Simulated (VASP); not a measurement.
An input for Ansatz (written as the equivalent of a VASP run, and not itself run):

Ansatz 0.2 input:
```yaml
crystal:
  lattice:
    - [0.0000000, 3.4601064, 3.5293086]
    - [3.4601064, 0.0000000, 3.5293086]
    - [3.4601064, 3.4601064, 0.0000000]
  atoms:
    - { symbol: Sr, position: [0.0000000, 0.0000000, 0.0000000] }
    - { symbol: Cl, position: [0.2500000, 0.2500000, 0.2500000] }
    - { symbol: Cl, position: [0.7500000, 0.7500000, 0.7500000] }
kpoints:
  mp_grid: { grid: [6, 6, 6] }
hamiltonian:
  xc: pbesol
  pseudopotentials: { kind: paw }
scf:
  occupations: { method: gaussian, width: 0.05 }
  max_iter: 100
output: { forces: true, stress: true, eigenvalues: true }
```

Question: Write the VASP files for the same calculation (PBEsol).

Answer: This is not unique; one that fits is 
**KPOINTS**
```
K-points
0
Gamma
6 6 6
```

**POSCAR**
```
SrCl2
7.0586170
  0.0000000000   0.4901960875   0.5000000093
  0.4901960875   0.0000000000   0.5000000093
  0.4901960875   0.4901960875   0.0000000000
Sr Cl
1 2
Direct
  0.0000000000   0.0000000000   0.0000000000
  0.2500000000   0.2500000000   0.2500000000
  0.7500000000   0.7500000000   0.7500000000
```

### INCAR
```
SYSTEM  =  SrCl2
PREC  =  Accurate; ENCUT  =  480; LREAL  =  .False.
LASPH  =  .True.
EDIFF  =  1E-7; NELM  =  100; ALGO  =  Normal
LMAXMIX  =  4
ISMEAR  =  0; SIGMA  =  0.05
GGA  =  PS
ISIF  =  2
LWAVE  =  .False.; LCHARG  =  .False.
```

POTCAR, in this order: Sr_sv Cl (PBE.64 set). Program: vasp_std.

The two are equivalent in intent, not identical: each code has its own PAW files, so the cut-off isn't converted (ENCUT is set for VASP's; basis.ecutwfc is left out, and Ansatz then takes the one that its files recommend); Ansatz stops its SCF on the density residual and VASP on the energy change (EDIFF).

The compound is SrCl2 in the fluorite structure. This cell was strained or had an atom moved on purpose.
